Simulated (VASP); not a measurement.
Wanted: the native input for a VASP 6.6.1 run.

```yaml
Task: single point
Functional: PBE
Dispersion: D3(BJ)
Potentials_or_basis: VASP PAW PBE potentials, release 64 (O, H, Ag, F)
Cutoff: 520 eV
k_mesh: 1 × 1 × 1
Occupations: fermi-dirac, width 0.02 eV
Spin: no spin polarisation
Dipole_correction: no
Further_INCAR_settings: LREAL = Auto; ALGO = Normal; EDIFF = 1e-06; NBANDS = 60
```

The structure of AgH16O8F lies in POSCAR:

```
AgH16O8F
1.0
    6.5731380000      0.0000000000      0.0000000000
    0.0000000000      6.5731380000      0.0000000000
    0.0000000000      0.0000000000      6.5731380000
O H Ag F
8 16 1 1
Direct
    0.3950952711      0.5364037056      0.9744736017
    0.3235994732      0.9763119088      0.5902828532
    0.7638569386      0.1874831560      0.3426676252
   -0.0477960545      0.4433406427      0.7602157295
    0.7734122613      0.6049495360      0.1041808869
    0.0669128045      0.8544736275     -0.0053886618
    0.1558600020      0.2979740600      0.4011814289
    0.7074509529      0.7758651389      0.4700135227
    0.4384535091      0.5009727798      0.8336882087
    0.3055395606      0.6547359861      0.9630333002
    0.2869586139      1.0972995742      0.5065849544
    0.4386564626      0.9100616610      0.5224216820
    0.6842279990      0.2841368850      0.4249815936
    0.7341654348      0.0529049509      0.4020952687
   -0.1872545712      0.4270470277      0.7006707445
    0.0463501564      0.3808535789      0.6630144091
    0.8466304396      0.5025708952      0.0217925606
    0.6280513389      0.5898583748      0.0574626611
    0.0468149257      0.9956795854      0.0332678097
   -0.0599393793      0.7820248410      0.0399748229
    0.2208366499      0.3726934594      0.2909864609
    0.0140372638      0.2599858233      0.3564325845
    0.6468314693      0.6482362692      0.5419808158
    0.7440270103      0.7180031122      0.3353380045
    1.0261968655      0.8055557781      0.6251353413
    0.5837434019      0.4539609425      0.6176241912
```

The cell was built by a generator and needn't be a form met in nature.

The input as run:

INCAR

```
PREC = Accurate ; ENCUT = 520
EDIFF = 1E-6 ; ISMEAR = -1
SIGMA = 0.02 ; LREAL = Auto
LASPH = True ; NELM = 80
ALGO = Normal ; ISIF = 2
LWAVE = False ; LCHARG = False
GGA = PE ; IVDW = 12
NBANDS = 60
```

KPOINTS

```
regular mesh
0
Gamma
  1 1 1
```

Potentials or basis: VASP PAW PBE potentials, release 64 (O, H, Ag, F).

Command:

```sh
$ cat potpaw_PBE.64/O/POTCAR potpaw_PBE.64/H/POTCAR potpaw_PBE.64/Ag/POTCAR potpaw_PBE.64/F/POTCAR > POTCAR
$ mpirun -np 1 vasp_gam > vasp.out
```

Results of the run:

The pressure is -0.6 GPa, the largest force is 0.325 eV/Å and the band gap on the k mesh is 3.33 eV, direct. The dispersion energy per atom is -0.044 eV.

Run time: 57 s on 1 thread of Intel(R) Xeon(R) Platinum 8488C (Sapphire Rapids) (shared host), peak memory 0.33 GiB.
